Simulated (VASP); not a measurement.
SnSe2: energy against strain

SnSe2 (1T layered, P-3m1, 29.853 Å³/atom and stress up to 0.06 GPa in the relaxed cell, c along z) under an equal strain ε along x and y, with z held. PBE in VASP (plane waves, PAW), 480 eV, 10×10×6 Γ-centred mesh, Gaussian smearing 0.05 eV; ions are relaxed, or left where forces stay under 0.02 eV/Å, within the symmetry of each cell. Against the start cell, which lies near the measured one, the relaxed cell differs by 16.0 % in volume and 12.3 % in c; the values below rest on it.

Here s stands for strain and y for E less E0.

| strain (%) | E less E0 (meV/atom) |
|---|---|
| -3.00 | ? |
| -1.50 | 4.89 |
| -1.00 | 2.20 |
| -0.50 | 0.59 |
| 0.00 | 0.00 |
| 0.50 | 0.41 |
| 1.00 | 1.77 |
| 1.50 | 4.04 |

Q: Fit y against s with a parabola, and predict the withheld value at s = -3.00.

A: Least squares gives y = 0.002 - 0.2564·s + 1.9833·s². Residuals (row less fit): 0.041, -0.042, -0.036, -0.002, 0.040, 0.041, -0.040; standard error 0.049 (degrees of freedom: 4). Twice the quadratic coefficient over the volume, 2 × 1.9833 meV × 10⁴ × 0.1602 / 29.853 Å³, is the elastic constants 2(C11 + C12) = 213 ± 2 GPa (± standard error of the fit, which holds the terms cut off). At the withheld row, y = 0.002 - 0.2564 × (-3.0) + 1.9833 × (-3.0)² = 18.621 meV/atom. The calculation gives 19.84 meV/atom, 1.219 meV/atom above the prediction (6.1 % of the range of y in the table). The row lies outside the fitted rows, so this is an extrapolation. From the scatter of the fitted rows alone, a prediction at this place has a standard error of 0.188 meV/atom, so the miss is 6.5 times that.

A polynomial of degree 3 through the 12 other runs of the series gives 19.82 there, so most of the miss is curvature that the fit leaves out. For SnSe2: without a dispersion term in the relaxation, distances and binding between the weakly bound layers, chains or molecules are unreliable, and so is what depends on them. Rows are the converged runs of the series near zero and its far end, less any whose ions stayed unrelaxed beside relaxed ones; series whose fitted rows scatter by over a few per cent of the range, as at a crossing or softening among them, aren't shown in this form. Most that stay on the fit to the last digits aren't either.
